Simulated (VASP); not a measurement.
Input:

```xyz
3
Lattice="2.0570 -3.5628 0.0000 2.0570 3.5628 0.0000 0.0000 0.0000 5.1673" Properties=species:S:1:pos:R:3 pbc="T T T"
Se     0.5065     0.8772     3.4449
Se     3.1010     0.0000     0.0000
Se     0.5065    -0.8772     1.7224
```

Method: rev-vdW-DF2, VASP's PBE PAW potentials (set 64) (plane waves; VASP). Run with 520 eV cut-off, Gaussian smearing of 0.050 eV, potentials Se.

Q: Give the energies of bands 4 to 12 at the high-symmetry points, in eV from the valence-band maximum.

A: 
```json
[
 {"band": "4", "Γ": "-3.55", "M": "-5.29", "K": "-5.02", "A": "-4.53", "L": "-6.12", "H": "-5.72"},
 {"band": "5", "Γ": "-3.42", "M": "-4.80", "K": "-5.02", "A": "-3.04", "L": "-4.25", "H": "-5.27"},
 {"band": "6", "Γ": "-3.42", "M": "-3.65", "K": "-3.12", "A": "-3.04", "L": "-4.13", "H": "-5.27"},
 {"band": "7", "Γ": "-1.81", "M": "-3.42", "K": "-3.12", "A": "-1.34", "L": "-2.31", "H": "-1.12"},
 {"band": "8", "Γ": "-1.81", "M": "-1.45", "K": "-2.92", "A": "-1.33", "L": "-1.84", "H": "-0.06"},
 {"band": "9", "Γ": "-0.52", "M": "-0.97", "K": "-2.29", "A": "-1.33", "L": "-0.11", "H": "-0.06"},
 {"band": "10", "Γ": "1.39", "M": "1.42", "K": "3.08", "A": "0.91", "L": "1.27", "H": "0.45"},
 {"band": "11", "Γ": "1.39", "M": "1.69", "K": "3.08", "A": "0.91", "L": "2.43", "H": "2.18"},
 {"band": "12", "Γ": "1.99", "M": "4.04", "K": "3.57", "A": "0.92", "L": "2.84", "H": "2.18"}
]
```

The gap is indirect, 0.45 eV, from the valence maximum at L-H at 0.78 to the conduction minimum at H.

The compound is Se in the trig structure. It was relaxed first, which changed the volume by -7 %.
